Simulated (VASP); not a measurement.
Computed with PBE GGA with D4 dispersion, VASP's PBE PAW potentials (set 64) (plane waves; VASP).

VASP input:

### KPOINTS
```
Automatic mesh
0
Gamma
9 9 3
0 0 0
```

INCAR:
```
! general
SYSTEM  = La
PREC    = Accurate
ENCUT   = 520
LREAL   = .FALSE.
LASPH   = .TRUE.   ! aspherical one-centre terms

! electronic loop
EDIFF   = 1E-6
NELM    = 100
ALGO    = Normal   ! blocked Davidson
LMAXMIX = 6   ! l cut-off of mixed one-centre charges

! smearing
ISMEAR  = 1
SIGMA   = 0.1

! functional
GGA     = PE   ! PBE
IVDW    = 13

! ions
IBRION  = 2
NSW     = 60
ISIF    = 3
EDIFFG  = -0.02   ! ionic stop

! output
LWAVE   = .FALSE.
LCHARG  = .FALSE.
```

POSCAR:
```
La
1
    1.8471769729    -3.1994045817     0.0000000000
    1.8471769729     3.1994045817     0.0000000000
    0.0000000000     0.0000000000    12.0025138874
La
4
Direct
  0.0000000000   0.0000000000   0.5000000000
  0.0000000000   0.0000000000   0.0000000000
  0.3333330000   0.6666670000   0.2500000000
  0.6666670000   0.3333330000   0.7500000000
```

POTCAR, in this order: La (PBE.64 set). Program: vasp_std.

The resulting files:

### OSZICAR
```
       N       E                     dE             d eps       ncg     rms          rms(c)
DAV:   1     0.563337833008E+03    0.56334E+03   -0.14850E+04  1248   0.230E+03
DAV:   2     0.116079360845E+03   -0.44726E+03   -0.44144E+03  1904   0.450E+02
DAV:   3    -0.224630486468E+01   -0.11833E+03   -0.11721E+03  2276   0.277E+02
DAV:   4    -0.171938939314E+02   -0.14948E+02   -0.14772E+02  2304   0.100E+02
DAV:   5    -0.192553105888E+02   -0.20614E+01   -0.19965E+01  2456   0.336E+01    0.515E+00
DAV:   6    -0.194690733286E+02   -0.21376E+00   -0.25731E+00  2432   0.117E+01    0.265E+00
DAV:   7    -0.194918993175E+02   -0.22826E-01   -0.35315E-01  2400   0.432E+00    0.630E-01
DAV:   8    -0.195010955210E+02   -0.91962E-02   -0.49099E-02  2440   0.152E+00    0.232E-01
DAV:   9    -0.195032915154E+02   -0.21960E-02   -0.84179E-03  2384   0.529E-01    0.180E-01
DAV:  10    -0.195050365853E+02   -0.17451E-02   -0.70865E-03  2064   0.596E-01    0.361E-02
DAV:  11    -0.195050434118E+02   -0.68265E-05   -0.68507E-04  2336   0.222E-01    0.338E-02
DAV:  12    -0.195050433596E+02    0.52144E-07   -0.11830E-04  2184   0.518E-02    0.208E-02
DAV:  13    -0.195050508879E+02   -0.75283E-05   -0.45006E-05  2232   0.500E-02    0.496E-03
DAV:  14    -0.195050485455E+02    0.23424E-05   -0.72287E-06  1280   0.185E-02    0.345E-03
DAV:  15    -0.195050483457E+02    0.19986E-06   -0.18743E-06  1184   0.188E-02
   1 F= -.20721830E+02 E0= -.20720511E+02  d E =-.207218E+02
       N       E                     dE             d eps       ncg     rms          rms(c)
DAV:   1    -0.195191730105E+02   -0.14124E-01   -0.12158E+00  2012   0.198E+01    0.578E-01
DAV:   2    -0.195082357519E+02    0.10937E-01   -0.41502E-02  2200   0.237E+00    0.299E-01
DAV:   3    -0.195044391389E+02    0.37966E-02   -0.21063E-02  2256   0.151E+00    0.775E-02
DAV:   4    -0.195044717321E+02   -0.32593E-04   -0.12832E-03  2200   0.327E-01    0.459E-02
DAV:   5    -0.195045038731E+02   -0.32141E-04   -0.91712E-05  2296   0.878E-02    0.213E-02
DAV:   6    -0.195045063955E+02   -0.25224E-05   -0.32354E-05  2160   0.496E-02    0.382E-03
DAV:   7    -0.195045069922E+02   -0.59670E-06   -0.31325E-06  1264   0.179E-02
   2 F= -.20725172E+02 E0= -.20724220E+02  d E =-.334185E-02
       N       E                     dE             d eps       ncg     rms          rms(c)
DAV:   1    -0.195134846534E+02   -0.89783E-02   -0.95639E-01  2008   0.176E+01    0.512E-01
DAV:   2    -0.195049762252E+02    0.85084E-02   -0.32736E-02  2192   0.211E+00    0.267E-01
DAV:   3    -0.195019637575E+02    0.30125E-02   -0.16645E-02  2264   0.134E+00    0.689E-02
DAV:   4    -0.195019905006E+02   -0.26743E-04   -0.10081E-03  2190   0.290E-01    0.406E-02
DAV:   5    -0.195020159063E+02   -0.25406E-04   -0.71215E-05  2256   0.781E-02    0.191E-02
DAV:   6    -0.195020185112E+02   -0.26049E-05   -0.23025E-05  1912   0.426E-02    0.367E-03
DAV:   7    -0.195020193591E+02   -0.84796E-06   -0.41333E-06  1368   0.226E-02
   3 F= -.20726218E+02 E0= -.20725662E+02  d E =-.438786E-02
```

File OUTCAR:
```
------------------------ aborting loop because EDIFF is reached ----------------------------------------
  Edisp (eV):   -1.22420
  FORCE on cell =-STRESS in cart. coord.  units (eV):
  Direction    XX          YY          ZZ          XY          YZ          ZX
  --------------------------------------------------------------------------------------
  Total       0.04558     0.04558     0.02348     0.00000     0.00000     0.00000
  in kB       0.51792     0.51792     0.26680     0.00000     0.00000     0.00000
  external pressure =        0.43 kB  Pullay stress =        0.00 kB
  volume of cell :      141.01
      direct lattice vectors                 reciprocal lattice vectors
     1.853526861 -3.210402912  0.000000000     0.269756004 -0.155743691  0.000000000
     1.853526861  3.210402912  0.000000000     0.269756004  0.155743691  0.000000000
    -0.000000000  0.000000000 11.848236453     0.000000000  0.000000000  0.084400746
 POSITION                                       TOTAL-FORCE (eV/Angst)
 -----------------------------------------------------------------------------------
     -0.00000      0.00000      5.92412         0.000000     -0.000000     -0.000000
      0.00000      0.00000      0.00000         0.000000     -0.000000     -0.000000
      1.85353      1.07014      2.96206         0.000000      0.000000     -0.000000
      1.85353     -1.07014      8.88618        -0.000000     -0.000000      0.000000
 -----------------------------------------------------------------------------------
    total drift:                                0.000000      0.000000      0.000000
  FREE ENERGIE OF THE ION-ELECTRON SYSTEM (eV)
  ---------------------------------------------------
  free  energy   TOTEN  =       -20.7262177077 eV

  energy  without entropy=      -20.7245514219  energy(sigma->0) =      -20.72566228

 reached required accuracy - stopping structural energy minimisation
```
(Selected blocks of OUTCAR.)

### CONTCAR
```
La
   1.00000000000000
     1.8535268607292310   -3.2104029122502218    0.0000000000000000
     1.8535268607292310    3.2104029122502218    0.0000000000000000
    -0.0000000000000000    0.0000000000000000   11.8482364532903812
  La
     4
Direct
     0.0000000000000000    0.0000000000000000    0.5000000000000000
     0.0000000000000000    0.0000000000000000    0.0000000000000000
     0.3333330000000032    0.6666669999999968    0.2500000000000000
     0.6666669999999968    0.3333330000000032    0.7500000000000000
```

### OUTCAR
```
 val. band max:        8.4246555109   @ k =   0.2222   0.1111   0.0000

 cond. band min:       8.4416889603   @ k =   0.2222   0.2222   0.3333


 Fermi energy:         8.4393031278

 k-point     1 :       0.0000    0.0000    0.0000
  band No.  band energies     occupation
      1     -24.4314      2.00000
      2     -24.3107      2.00000
      3     -24.2965      2.00000
      4     -24.1705      2.00000
      5      -8.9507      2.00000
      6      -8.1797      2.00000
      7      -8.1723      2.00000
      8      -7.5592      2.00000
      9      -7.5592      2.00000
     10      -7.4577      2.00000
     11      -7.4577      2.00000
     12      -7.4360      2.00000
     13      -7.4360      2.00000
     14      -7.3308      2.00000
     15      -7.3308      2.00000
     16      -7.2847      2.00000
     17       5.2466      2.00000
     18       6.5664      2.00000
     19       6.5838      2.00000
     20       6.5998      2.00000
     21       8.9348     -0.00000
     22       9.0841     -0.00000
     23       9.6311     -0.00000
     24       9.6479     -0.00000
     25       9.7184     -0.00000
     26       9.7232     -0.00000

 k-point     2 :       0.1111   -0.0000    0.0000
  band No.  band energies     occupation
      1     -24.4079      2.00000
      2     -24.2936      2.00000
      3     -24.2794      2.00000
      4     -24.1603      2.00000
      5      -8.8922      2.00000
      6      -8.2042      2.00000
      7      -8.1983      2.00000
      8      -7.7050      2.00000
      9      -7.6066      2.00000
     10      -7.5545      2.00000
     11      -7.5455      2.00000
     12      -7.4908      2.00000
     13      -7.4753      2.00000
     14      -7.4690      2.00000
     15      -7.3487      2.00000
     16      -7.3109      2.00000
     17       5.5871      2.00000
     18       6.8623      2.00000
     19       6.8949      2.00000
     20       6.9191      2.00000
     21       8.5192      0.02068
     22       8.8046     -0.00000
...
```

The compound is La in the dhcp structure. This run relaxes it. Symmetry was kept, so distortions that lower it aren't found. The start is the result of an earlier pass.
